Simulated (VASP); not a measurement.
SrTiO3 (cubic perovskite): the bulk modulus from VASP (plane waves, PAW) at several levels of theory. Static lattice, third-order Birch-Murnaghan fit over five volumes.

```
level         bulk modulus (GPa)
------------  ------------------
LDA                          200
PBE                          169
PBEsol                       184
RPBE                         155
AM05                         180
PBE-D3(BJ)                   177
PBE-D4                       174
optB88-vdW                   178
rev-vdW-DF2                  179
revTPSS                      177
SCAN                         192
r2SCAN                       188
r2SCAN+rVV10                 192
```

The cell of the LDA run:

```yaml
crystal:
  lattice:
    - [3.86255, 0.00000, 0.00000]
    - [0.00000, 3.86255, 0.00000]
    - [0.00000, 0.00000, 3.86255]
  atoms:
    - { symbol: Sr, position: [0.00000, 0.00000, 0.00000] }
    - { symbol: Ti, position: [0.50000, 0.50000, 0.50000] }
    - { symbol: O, position: [0.50000, 0.00000, 0.50000] }
    - { symbol: O, position: [0.00000, 0.50000, 0.50000] }
    - { symbol: O, position: [0.50000, 0.50000, 0.00000] }
```

Only levels that ran to the end are used. Left out are those held back, those with too coarse a band path, GW runs whose mesh misses a band edge, hybrids' fits of cells that aren't cubic and levels without matching references; a question may draw on a part of the rest.

The compound is SrTiO3 in the cubic perovskite structure, the ideal cubic form; the compound distorts at low or room temperature.
